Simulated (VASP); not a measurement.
# KMgP3 (Pm-3m) in VASP: single point with r2SCAN

Aim: the single point of KMgP3 with r2SCAN.

Program: VASP 6.6.1. These are calculated values, not measurements. Logs are shortened: lines on timing, memory, paths and dates and some standing lists are left out, and cuts for length are marked.

### 1 Starting point

Symmetry: Pm-3m, No. 221, cubic system. The conventional cell has a = 4.334 Å, b = 4.334 Å, c = 4.334 Å, α = 90.00°, β = 90.00°, γ = 90.00°. Around K (site symmetry m-3m) lie 12 P at 3.06 Å. Mg (site symmetry m-3m) has 6 P at 2.17 Å as nearest neighbours. Around P (site symmetry 4/mmm) lie 2 Mg at 2.17 Å.

The cell was built by a generator and needn't be a form met in nature.

### 2 Single point, r2SCAN

The input, POSCAR:

```
KMgP3
1.0
    4.3340790000      0.0000000000      0.0000000000
    0.0000000000      4.3340790000      0.0000000000
    0.0000000000      0.0000000000      4.3340790000
K Mg P
1 1 3
Direct
    0.5000000000      0.5000000000      0.5000000000
    0.0000000000      0.0000000000      0.0000000000
    0.5000000000      0.0000000000      0.0000000000
    0.0000000000      0.5000000000      0.0000000000
    0.0000000000      0.0000000000      0.5000000000
```

The input, INCAR.step1:

```
PREC     = Accurate       # precision mode
ENCUT    = 520            # plane-wave cutoff, eV
ISMEAR   = -1             # smearing method
SIGMA    = 0.1            # smearing width, eV
LREAL    = False          # projectors in reciprocal space
LASPH    = True           # aspherical terms in the spheres
NELM     = 80             # most SCF steps
NBANDS   = 21             # bands
GGA      = PE             # functional
ALGO     = Normal         # electronic algorithm
EDIFF    = 1E-4           # SCF threshold, eV
LWAVE    = True           # write WAVECAR
LCHARG   = False          # write CHGCAR
```

The input, INCAR.step2:

```
PREC     = Accurate       # precision mode
ENCUT    = 520            # plane-wave cutoff, eV
EDIFF    = 1E-6           # SCF threshold, eV
ISMEAR   = -1             # smearing method
SIGMA    = 0.1            # smearing width, eV
LREAL    = False          # projectors in reciprocal space
LASPH    = True           # aspherical terms in the spheres
NELM     = 80             # most SCF steps
ALGO     = Normal         # electronic algorithm
ISIF     = 2              # what is computed and relaxed
LWAVE    = False          # write WAVECAR
LCHARG   = False          # write CHGCAR
METAGGA  = R2SCAN         # meta-GGA
LMIXTAU  = True         
NBANDS   = 21             # bands
ISTART   = 1
```

The input, KPOINTS:

```
Automatic mesh
0
Gamma
  8 8 8
```

Potentials or basis: VASP PAW PBE potentials, release 64 (K_sv, Mg, P).

Launch:

```
> cat potpaw_PBE.64/K_sv/POTCAR potpaw_PBE.64/Mg/POTCAR potpaw_PBE.64/P/POTCAR > POTCAR
> cp INCAR.step1 INCAR
> mpirun -np 1 vasp_std > vasp.out
> cp INCAR.step2 INCAR
> mpirun -np 1 vasp_std > vasp.out
```

OUTCAR:

```text
PREC = Accurate
   ENCUT = 520
   EDIFF = 1E-6
   ISMEAR = -1
   LREAL = False
   LASPH = True
   NELM = 80
   ISIF = 2
   METAGGA = R2SCAN
   ISTART = 1

 ion  position               nearest neighbor table
   1  0.500  0.500  0.500-   3 3.06   4 3.06   5 3.06   3 3.06   4 3.06   3 3.06   5 3.06   3 3.06
                             4 3.06   5 3.06   4 3.06   5 3.06
   2  0.000  0.000  0.000-   3 2.17   4 2.17   5 2.17   5 2.17   4 2.17   3 2.17
   3  0.500  0.000  0.000-   2 2.17   2 2.17   1 3.06   1 3.06   1 3.06   1 3.06
   4  0.000  0.500  0.000-   2 2.17   2 2.17   1 3.06   1 3.06   1 3.06   1 3.06
   5  0.000  0.000  0.500-   2 2.17   2 2.17   1 3.06   1 3.06   1 3.06   1 3.06

  LATTYP: Found a simple cubic cell.
 ALAT       =     4.3340790000

  Lattice vectors:

 A1 = (   4.3340790000,   0.0000000000,   0.0000000000)
 A2 = (   0.0000000000,   4.3340790000,   0.0000000000)
 A3 = (   0.0000000000,   0.0000000000,   4.3340790000)

Analysis of symmetry for initial positions (statically):
=====================================================================
 Subroutine PRICEL returns:
 Original cell was already a primitive cell.

 Routine SETGRP: Setting up the symmetry group for a
 simple cubic supercell.

 Subroutine GETGRP returns: Found 48 space group operations
 (whereof 48 operations were pure point group operations)
 out of a pool of 48 trial point group operations.

The static configuration has the point symmetry O_h .

Analysis of symmetry for dynamics (positions and initial velocities):
=====================================================================
 Subroutine PRICEL returns:
 Original cell was already a primitive cell.

 Routine SETGRP: Setting up the symmetry group for a
 simple cubic supercell.

 Subroutine GETGRP returns: Found 48 space group operations
 (whereof 48 operations were pure point group operations)
 out of a pool of 48 trial point group operations.

The dynamic configuration has the point symmetry O_h .

 Subroutine INISYM returns: Found 48 space group operations
 (whereof 48 operations are pure point group operations),
 and found     1 'primitive' translations

----------------------------------------------------------------------------------------

                                     Primitive cell

  volume of cell :      81.4124

  direct lattice vectors                    reciprocal lattice vectors
     4.334079000  0.000000000  0.000000000     0.230729528  0.000000000  0.000000000
     0.000000000  4.334079000  0.000000000     0.000000000  0.230729528  0.000000000
     0.000000000  0.000000000  4.334079000     0.000000000  0.000000000  0.230729528

  length of vectors
     4.334079000  4.334079000  4.334079000     0.230729528  0.230729528  0.230729528

  position of ions in fractional coordinates (direct lattice)
     0.500000000  0.500000000  0.500000000
     0.000000000  0.000000000  0.000000000
     0.500000000  0.000000000  0.000000000
     0.000000000  0.500000000  0.000000000
     0.000000000  0.000000000  0.500000000

  ion indices of the primitive-cell ions
   primitive index   ion index
                 1           1
                 2           2
                 3           3
                 4           4
                 5           5

----------------------------------------------------------------------------------------

 KPOINTS: Automatic mesh

Automatic generation of k-mesh.
 Grid dimensions read from file:
 generate k-points for:    8    8    8

 Generating k-lattice:

  Cartesian coordinates                     Fractional coordinates (reciprocal lattice)
     0.028841191  0.000000000  0.000000000     0.125000000  0.000000000  0.000000000
     0.000000000  0.028841191  0.000000000     0.000000000  0.125000000  0.000000000
     0.000000000  0.000000000  0.028841191     0.000000000  0.000000000  0.125000000

  Length of vectors
     0.028841191  0.028841191  0.028841191

  Shift w.r.t. Gamma in fractional coordinates (k-lattice)
     0.000000000  0.000000000  0.000000000

 Subroutine IBZKPT returns following result:
 ===========================================

 Found     35 irreducible k-points:

 Following reciprocal coordinates:
            Coordinates               Weight
  0.000000  0.000000  0.000000      1.000000
  0.125000  0.000000  0.000000      6.000000
  0.250000  0.000000  0.000000      6.000000
  0.375000  0.000000  0.000000      6.000000
  0.500000  0.000000  0.000000      3.000000
  0.125000  0.125000  0.000000     12.000000
[... 16 lines left out ...]
  0.375000  0.375000  0.125000     24.000000
  0.500000  0.375000  0.125000     24.000000
 [... further k-points ...]
   k-points           NKPTS =     35   k-points in BZ     NKDIM =     35   number of bands    NBANDS=     21
   number of dos      NEDOS =    301   number of ions     NIONS =      5
   total plane-waves  NPLWV =  32768
   dimension x,y,z NGX =    32 NGY =   32 NGZ =   32
   dimension x,y,z NGXF=    64 NGYF=   64 NGZF=   64
   ions per type =               1   1   3
   NGX,Y,Z   is equivalent  to a cutoff of  12.27, 12.27, 12.27 a.u.
   NGXF,Y,Z  is equivalent  to a cutoff of  24.55, 24.55, 24.55 a.u.
 SYSTEM =  unknown system
   PREC   = accura    normal or accurate (medium, high low for compatibility)
   ISTART =      1    job   : 0-new  1-cont  2-samecut
   ICHARG =      0    charge: 1-file 2-atom 10-const
   ISPIN  =      1    spin polarized calculation?
   LNONCOLLINEAR =      F non collinear calculations
   LSORBIT =      F    spin-orbit coupling
   LASPH  =      T    aspherical Exc in radial PAW
   ENCUT  =  520.0 eV  38.22 Ry    6.18 a.u.   8.06  8.06  8.06*2*pi/ulx,y,z
   NELM   =     80;   NELMIN=  2; NELMDL=  0     # of ELM steps
   EDIFF  = 0.1E-05   stopping-criterion for ELM
   LREAL  =      F    real-space projection
   EDIFFG = 0.1E-04   stopping-criterion for IOM
   NSW    =      0    number of steps for IOM
   IBRION =     -1    ionic relax: 0-MD 1-quasi-New 2-CG
   NFREE  =      0    steps in history (QN), initial steepest desc. (CG)
   ISIF   =      2    stress and relaxation
   ISYM   =      2    0-nonsym 1-usesym 2-fastsym
   POTIM  = 0.5000    time-step for ionic-motion
   TEBEG  =    0.0;   TEEND  =   0.0 temperature during run
   PSTRESS=    0.0 pullay stress
   NELECT =      26.0000    total number of electrons
   NUPDOWN=      -1.0000    fix difference up-down
   EMIN   =  10.00;   EMAX   =-10.00  energy-range for DOS
   EFERMI =   0.00;   METHOD = LEGACY
   ISMEAR =    -1;   SIGMA  =   0.10  broadening in eV -4-tet -1-fermi 0-gaus
   EFERMI_NEDOS =   21; number of points for ismear=-14 and -15
   IALGO  =     38    algorithm
   IMIX   =      4    mixing-type and parameters
     AMIX     =   0.40;   BMIX     =  1.00
     AMIX_MAG =   1.60;   BMIX_MAG =  1.00
  volume/ion in A,a.u.               =      16.28       109.88
  Fermi-wavevector in a.u.,A,eV,Ry     =   1.119015  2.114631 17.037132  1.252194
  Thomas-Fermi vector in A             =   2.255650
   LORBIT       =      0    0 simple, 1 ext, 2 COOP (PROOUT), +10 PAW based schemes
   METAGGA = R2SCAN    functional components
   LHFCALC =     F    Hartree Fock is set to
   AEXX    =    0.0000 exact exchange contribution
   IVDW    =     0    specifies the selected vdW correction
   LEPSILON=     F    determine dielectric tensor
   LRPA    =     F    only Hartree local field effects (RPA)
 non-spin polarized calculation
  energy-cutoff  :      520.00
  volume of cell :       81.41
 maximum number of plane-waves:      2272
   NGX = 17   NGY = 17   NGZ = 17

 number of electron      25.9999998 magnetization

 Free energy of the ion-electron system (eV)
  ---------------------------------------------------
  ext. energy  EPLUGINS =         0.00000000
  ---------------------------------------------------
  free energy    TOTEN  =       -31.91027533 eV

  energy without entropy =      -31.82324366  energy(sigma->0) =      -31.86675950

 E-fermi :   5.8833     XC(G=0): -11.0396

 val. band max:        5.8752740497   @ k =   0.2500   0.2500   0.0000
 cond. band min:       5.8886703297   @ k =   0.3750   0.1250   0.1250
 fundamental gap:      0.0133962800
 Fermi energy:         5.8833441684

 k-point     1 :       0.0000    0.0000    0.0000
  band No.  band energies     occupation
      1     -24.9324      2.00000
      2      -7.9184      2.00000
      3      -7.8346      2.00000
      4      -7.8346      2.00000
      5      -7.8346      2.00000
      6      -3.0830      2.00000
[... 13 lines left out ...]
     20       9.8995      0.00000
     21      10.5682      0.00000

 k-point     2 :       0.1250    0.0000    0.0000
  band No.  band energies     occupation
      1     -24.9312      2.00000
      2      -8.1908      2.00000
      3      -7.8288      2.00000
      4      -7.8288      2.00000
      5      -7.4832      2.00000
      6      -3.3625      2.00000
[... 13 lines left out ...]
     20      10.6928      0.00000
     21      10.8100      0.00000

 k-point     3 :       0.2500    0.0000    0.0000
  band No.  band energies     occupation
      1     -24.9282      2.00000
      2      -8.4268      2.00000
      3      -7.8146      2.00000
      4      -7.8146      2.00000
      5      -6.9997      2.00000
      6      -4.0241      2.00000
[... 13 lines left out ...]
     20      12.2816      0.00000
     21      12.2816      0.00000

 k-point     4 :       0.3750    0.0000    0.0000
  band No.  band energies     occupation
      1     -24.9253      2.00000
      2      -8.5791      2.00000
      3      -7.8003      2.00000
      4      -7.8003      2.00000
      5      -6.4192      2.00000
      6      -4.8041      2.00000
[... 13 lines left out ...]
     20      12.8732      0.00000
     21      14.1578      0.00000

 k-point     5 :       0.5000    0.0000    0.0000
  band No.  band energies     occupation
      1     -24.9241      2.00000
      2      -8.6321      2.00000
      3      -7.7944      2.00000
      4      -7.7944      2.00000
      5      -5.9377      2.00000
      6      -5.3656      2.00000
[... 13 lines left out ...]
     20      12.6470      0.00000
     21      14.7594      0.00000
[... 382 lines left out ...]
     20      13.1528      0.00000
     21      14.0470      0.00000

 k-point    22 :       0.5000    0.2500    0.1250
  band No.  band energies     occupation
      1     -24.9193      2.00000
      2      -8.3873      2.00000
      3      -8.0040      2.00000
      4      -7.8177      2.00000
      5      -5.7904      2.00000
      6      -4.9171      2.00000
[... 13 lines left out ...]
     20      13.5290      0.00000
     21      13.9130      0.00000

 k-point    23 :       0.3750    0.3750    0.1250
  band No.  band energies     occupation
      1     -24.9178      2.00000
      2      -8.2524      2.00000
      3      -8.1163      2.00000
      4      -7.8093      2.00000
      5      -5.8169      2.00000
      6      -4.4433      2.00000
[... 13 lines left out ...]
     20      13.7535      0.00000
     21      14.8771      0.00000

 k-point    24 :       0.5000    0.3750    0.1250
  band No.  band energies     occupation
      1     -24.9167      2.00000
      2      -8.2359      2.00000
      3      -8.1217      2.00000
      4      -7.8014      2.00000
      5      -5.6449      2.00000
      6      -4.6840      2.00000
[... 13 lines left out ...]
     20      13.9578      0.00000
     21      14.7664      0.00000

 [... further k-points ...]

------------------------ aborting loop because EDIFF is reached ----------------------------------------

  FORCE on cell =-STRESS in cart. coord.  units (eV):
  Direction    XX          YY          ZZ          XY          YZ          ZX
  --------------------------------------------------------------------------------------
  -------------------------------------------------------------------------------------
  Total       17.5068232     17.5068232     17.5068232     -0.0000000      0.0000000      0.0000000
  in kB      344.5303294    344.5303294    344.5303294     -0.0000000      0.0000000      0.0000000
  external PRESSURE =     344.5303294 kB  Pullay stress =       0.0000000 kB

 VOLUME and BASIS-vectors are now :
 -----------------------------------------------------------------------------
  energy-cutoff  :      520.00
  volume of cell :       81.41
      direct lattice vectors                 reciprocal lattice vectors
     4.334079000  0.000000000  0.000000000     0.230729528  0.000000000  0.000000000
     0.000000000  4.334079000  0.000000000     0.000000000  0.230729528  0.000000000
     0.000000000  0.000000000  4.334079000     0.000000000  0.000000000  0.230729528

 POSITION                                       TOTAL-FORCE (eV/Angst)
 -----------------------------------------------------------------------------------
      2.16704      2.16704      2.16704         0.000000      0.000000      0.000000
      0.00000      0.00000      0.00000         0.000000      0.000000      0.000000
      2.16704      0.00000      0.00000         0.000000      0.000000      0.000000
      0.00000      2.16704      0.00000         0.000000      0.000000      0.000000
      0.00000      0.00000      2.16704         0.000000      0.000000      0.000000
 -----------------------------------------------------------------------------------
    total drift:                                0.000000      0.000000     -0.000000

  FREE ENERGIE OF THE ION-ELECTRON SYSTEM (eV)
  ---------------------------------------------------
  free  energy   TOTEN  =       -31.9102753333 eV

  energy  without entropy=      -31.8232436577  energy(sigma->0) =      -31.86675950
```

It took 56 s on 1 thread of Intel Xeon 6975P-C (Granite Rapids), shared host; peak memory 0.22 GiB.

What came out:

| Property | Result |
| --- | --- |
| Free energy | -31.9103 eV |
| Pressure | 34.5 GPa |
| Band gap on the k mesh | none (metal or under the smearing width) |

Caveat: a pressure of tens of GPa on the cell as given is suspect, and the run, the potentials or the cell itself is likely at fault; the PAW data sets were made with another functional, which shifts forces and pressure a little.
